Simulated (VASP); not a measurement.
All values below come from AM05 GGA, VASP's PBE PAW potentials (set 64) (plane waves; VASP).

A VASP calculation is set up with these files.

**INCAR**
```
! general
SYSTEM =Hf
PREC   =Accurate
ENCUT  =520
LREAL  =.FALSE.
LASPH  =.TRUE.

! electronic loop
EDIFF  =1E-7
NELM   =100
ALGO   =Normal
LMAXMIX=6

! smearing
ISMEAR =1
SIGMA  =0.1

! functional
GGA    =AM

! ions
IBRION =2
NSW    =30
ISIF   =4
EDIFFG =-0.01

! output
LWAVE  =.FALSE.
LCHARG =.FALSE.
```

### KPOINTS
```
Automatic mesh
0
Gamma
13 13 7
0 0 0
```

**POSCAR**
```
Hf
1
    1.5790200298    -2.7349428808     0.0000000000
    1.5790200298     2.7349428808     0.0000000000
    0.0000000000     0.0000000000     4.9936937690
Hf
2
Direct
  0.3333330000   0.6666670000   0.2500000000
  0.6666670000   0.3333330000   0.7500000000
```

POTCAR, in this order: Hf_pv (PBE.64 set). Program: vasp_std.

The resulting files:

OSZICAR:
```
       N       E                     dE             d eps       ncg     rms          rms(c)
DAV:   1     0.469302705578E+02    0.46930E+02   -0.11756E+04  2360   0.136E+03
DAV:   2    -0.193541954679E+02   -0.66284E+02   -0.65008E+02  2940   0.269E+02
DAV:   3    -0.212660386167E+02   -0.19118E+01   -0.18672E+01  3132   0.306E+01
DAV:   4    -0.212832931223E+02   -0.17255E-01   -0.17241E-01  2706   0.364E+00
DAV:   5    -0.212835454742E+02   -0.25235E-03   -0.25233E-03  3242   0.355E-01    0.676E+01
DAV:   6    -0.207460824273E+02    0.53746E+00   -0.49696E-01  2484   0.539E+00    0.400E+01
DAV:   7    -0.205513720205E+02    0.19471E+00   -0.83964E-01  2496   0.668E+00    0.195E+00
DAV:   8    -0.205414344392E+02    0.99376E-02   -0.54869E-02  2580   0.180E+00    0.404E-01
DAV:   9    -0.205415393586E+02   -0.10492E-03   -0.12116E-03  3330   0.277E-01    0.217E-01
DAV:  10    -0.205415334655E+02    0.58931E-05   -0.45857E-05  2662   0.563E-02    0.254E-01
DAV:  11    -0.205415333372E+02    0.12835E-06   -0.56437E-06  3180   0.215E-02    0.257E-02
DAV:  12    -0.205415333495E+02   -0.12295E-07   -0.78999E-07  2780   0.714E-03
   1 F= -.20541533E+02 E0= -.20541290E+02  d E =-.205415E+02
```

File OUTCAR:
```
------------------------ aborting loop because EDIFF is reached ----------------------------------------
  FORCE on cell =-STRESS in cart. coord.  units (eV):
  Direction    XX          YY          ZZ          XY          YZ          ZX
  --------------------------------------------------------------------------------------
  Total       -0.0014298     -0.0014298     -0.0177568      0.0000000     -0.0000000      0.0000000
  in kB       -0.0531140     -0.0531140     -0.6596090      0.0000000     -0.0000000      0.0000000
  external PRESSURE =      -0.2552790 kB  Pullay stress =       0.0000000 kB
  volume of cell :       43.13
      direct lattice vectors                 reciprocal lattice vectors
     1.579020030 -2.734942881  0.000000000     0.316652095 -0.182819175  0.000000000
     1.579020030  2.734942881  0.000000000     0.316652095  0.182819175  0.000000000
     0.000000000  0.000000000  4.993693769     0.000000000  0.000000000  0.200252568
 POSITION                                       TOTAL-FORCE (eV/Angst)
 -----------------------------------------------------------------------------------
      1.57902      0.91165      1.24842         0.000000      0.000000      0.000000
      1.57902     -0.91165      3.74527        -0.000000     -0.000000      0.000000
 -----------------------------------------------------------------------------------
    total drift:                                0.000004      0.000177     -0.000016
  FREE ENERGIE OF THE ION-ELECTRON SYSTEM (eV)
  ---------------------------------------------------
  free  energy   TOTEN  =       -20.5415333495 eV

  energy  without entropy=      -20.5408040832  energy(sigma->0) =      -20.54129026

 reached required accuracy - stopping structural energy minimisation
```
(Selected blocks of OUTCAR.)

The compound is Hf in the hcp structure. It was relaxed first.
